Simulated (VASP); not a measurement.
A run of VASP 6.6.1:

The input INCAR:

```
SYSTEM = InAs
  ALGO = Normal
  EDIFF = 1E-7
  EDIFFG = -0.005
  ENCUT = 600
  GGA = PS
  IBRION = 2
  ISIF = 3
  ISMEAR = 0
  KPAR = 2
  LASPH = .True.
  LCHARG = .False.
  LREAL = .False.
  LWAVE = .False.
  NELM = 80
  NSW = 90
  PREC = Accurate
  SIGMA = 0.03
```

The input KPOINTS:

```
k-points
0
Gamma
  10 10 10
  0 0 0
```

File POSCAR:

```
InAs                                    
1.0
    0.0000000000      3.0454540620      3.0454540620
    3.0454540620     -0.0000000000      3.0454540620
    3.0454540620      3.0454540620      0.0000000000
  In              As            
     1     1
Direct
     0.0000000000000000    0.0000000000000000    0.0000000000000000
     0.2500000000000000    0.2500000000000000    0.2500000000000000
```

Potentials or basis: VASP PAW PBE potentials, release 64 (In_d, As).

Command:

```bash
$ cat potpaw_PBE.64/In_d/POTCAR potpaw_PBE.64/As/POTCAR > POTCAR
$ mpirun -np 2 vasp_std > vasp.out
```

Hardware: 2 MPI ranks on AMD EPYC 9R45 (Zen 5), with other jobs on the host.

Problem. Estimate the wall time of this run.

Solution. Wall time 16 s on 2 MPI ranks on AMD EPYC 9R45 (Zen 5), on a shared host, peak memory 0.2 GiB a rank. Counts: scf iterations 14, k points 47, ion steps 1.
